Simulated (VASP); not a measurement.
Here is the system:

```
WB
1.0
    2.79886     0.00000     0.00000
    0.00000     2.79886     0.00000
    0.00000     0.00000     2.79886
W B
1 1
Direct
  0.00000   0.00000   0.00000
  0.50000   0.50000   0.50000
```

Calculation: PBE GGA, VASP's PBE PAW potentials (set 64) (plane waves; VASP). Run with 520 eV cut-off, Gaussian smearing of 0.050 eV, potentials W_sv B.

### Question
Give the energies of bands 5 to 11 at the high-symmetry points, in eV from the Fermi level.

### Answer

```
band       Γ      X      M      R
----  ------  -----  -----  -----
5     -12.30  -7.95  -8.59  -6.53
6      -4.00  -7.26  -3.23  -6.53
7      -4.00  -2.93  -2.69  -6.53
8       2.77  -1.70  -2.69  -2.28
9       2.77  -1.70   0.66   6.07
10      2.77   3.79   0.66   6.07
11      3.32   5.53   4.49   7.41
```

It has no gap at this level: it comes out as a metal or semimetal.

The structure was generated: WB was put into the CsCl type type (Pm-3m), which need not be its known phase. It was relaxed first, which changed the volume by -33 %. The electron count is odd and the run is not spin-polarised, which forces a metal.
